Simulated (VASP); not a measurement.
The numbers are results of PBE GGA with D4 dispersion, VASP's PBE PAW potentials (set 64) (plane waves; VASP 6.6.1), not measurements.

A VASP calculation is set up with these files.

POSCAR:
```
KMgF3
4.0256210
  0.9999998953   0.0000000000   0.0000000000
  0.0000000000   0.9999998953   0.0000000000
  0.0000000000   0.0000000000   0.9999998953
K Mg F
1 1 3
Cartesian
  0.0000000000   0.0000000000   0.0000000000
  0.4999999477   0.4999999477   0.4999999477
  0.4999999477   0.0000000000   0.4999999477
  0.0000000000   0.4999999477   0.4999999477
  0.4999999477   0.4999999477   0.0000000000
```

File KPOINTS:
```
Regular mesh
0
G
 6 6 6
0 0 0
```

**INCAR**
```
SYSTEM = KMgF3
PREC = Accurate
ENCUT = 520
EDIFF = 1E-7
NELM = 100
ALGO = Normal
LREAL = .FALSE.
LASPH = .TRUE.
ISMEAR = -5
GGA = PE
IVDW = 13
LWAVE = .FALSE.
LCHARG = .TRUE.
LORBIT = 11
NEDOS = 601
ISIF = 2
LEFG = .TRUE.
```

POTCAR, in this order: K_sv Mg F (PBE.64 set). Program: vasp_std.

Output of the run:

OSZICAR:
```
       N       E                     dE             d eps       ncg     rms          rms(c)
DAV:   1     0.245824412977E+03    0.24582E+03   -0.17846E+04   800   0.157E+03
DAV:   2    -0.154012251964E+02   -0.26123E+03   -0.25431E+03  1060   0.385E+02
DAV:   3    -0.262421064134E+02   -0.10841E+02   -0.10811E+02   956   0.770E+01
DAV:   4    -0.266582981938E+02   -0.41619E+00   -0.41555E+00  1400   0.119E+01
DAV:   5    -0.266595823511E+02   -0.12842E-02   -0.12841E-02   936   0.723E-01    0.897E+00
DAV:   6    -0.244529422440E+02    0.22066E+01   -0.95820E+00   880   0.226E+01    0.371E+00
DAV:   7    -0.244439341727E+02    0.90081E-02   -0.24068E-01  1072   0.335E+00    0.235E+00
DAV:   8    -0.244439862765E+02   -0.52104E-04   -0.71435E-02   932   0.292E+00    0.278E-01
DAV:   9    -0.244439020840E+02    0.84192E-04   -0.13457E-02  1000   0.847E-01    0.120E-01
DAV:  10    -0.244442344273E+02   -0.33234E-03   -0.12169E-03  1068   0.280E-01    0.648E-02
DAV:  11    -0.244442677587E+02   -0.33331E-04   -0.18687E-04   944   0.105E-01    0.281E-02
DAV:  12    -0.244442476917E+02    0.20067E-04   -0.10379E-04   912   0.699E-02    0.186E-03
DAV:  13    -0.244442480526E+02   -0.36095E-06   -0.18317E-06   988   0.109E-02    0.808E-04
DAV:  14    -0.244442479600E+02    0.92650E-07   -0.17886E-07   720   0.329E-03
   1 F= -.24872627E+02 E0= -.24872627E+02  d E =0.000000E+00
```

### OUTCAR
```
------------------------ aborting loop because EDIFF is reached ----------------------------------------
  Edisp (eV):   -0.42838
  FORCE on cell =-STRESS in cart. coord.  units (eV):
  Direction    XX          YY          ZZ          XY          YZ          ZX
  --------------------------------------------------------------------------------------
  Total       0.01650     0.01650     0.01650    -0.00000     0.00000     0.00000
  in kB       0.40531     0.40531     0.40531    -0.00000     0.00000     0.00000
  external pressure =        0.41 kB  Pullay stress =        0.00 kB
  volume of cell :       65.24
      direct lattice vectors                 reciprocal lattice vectors
     4.025620579  0.000000000  0.000000000     0.248408905  0.000000000  0.000000000
     0.000000000  4.025620579  0.000000000     0.000000000  0.248408905  0.000000000
     0.000000000  0.000000000  4.025620579     0.000000000  0.000000000  0.248408905
 POSITION                                       TOTAL-FORCE (eV/Angst)
 -----------------------------------------------------------------------------------
      0.00000      0.00000      0.00000         0.000000      0.000000      0.000000
      2.01281      2.01281      2.01281         0.000000      0.000000      0.000000
      2.01281      0.00000      2.01281         0.000000      0.000000      0.000000
      0.00000      2.01281      2.01281         0.000000      0.000000      0.000000
      2.01281      2.01281      0.00000         0.000000      0.000000      0.000000
 -----------------------------------------------------------------------------------
    total drift:                                0.000000      0.000000     -0.000000
  FREE ENERGIE OF THE ION-ELECTRON SYSTEM (eV)
  ---------------------------------------------------
  free  energy   TOTEN  =       -24.8726268992 eV

  energy  without entropy=      -24.8726268992  energy(sigma->0) =      -24.87262690

 total charge

# of ion       s       p       d       tot
------------------------------------------
    1        1.955   5.593   0.026   7.574
    2        0.121   0.151   0.073   0.345
    3        1.730   4.403   0.000   6.134
    4        1.730   4.403   0.000   6.134
    5        1.730   4.403   0.000   6.134
--------------------------------------------------
tot          7.267  18.954   0.099  26.320

 Electric field gradients after diagonalization (V/A^2)
 (convention: |V_zz| > |V_xx| > |V_yy|)
----------------------------------------------------------------------
 ion       V_xx      V_yy      V_zz     asymmetry (V_yy - V_xx)/ V_zz
----------------------------------------------------------------------
   1      -0.000    -0.000     0.000       0.163
   2      -0.000    -0.000    -0.000      -0.081
   3     -24.069   -24.069    48.139       0.000
   4     -24.069   -24.069    48.139       0.000
   5     -24.069   -24.069    48.139       0.000
```
(Selected blocks of OUTCAR.)

The compound is KMgF3 in the cubic perovskite structure. It was relaxed first.
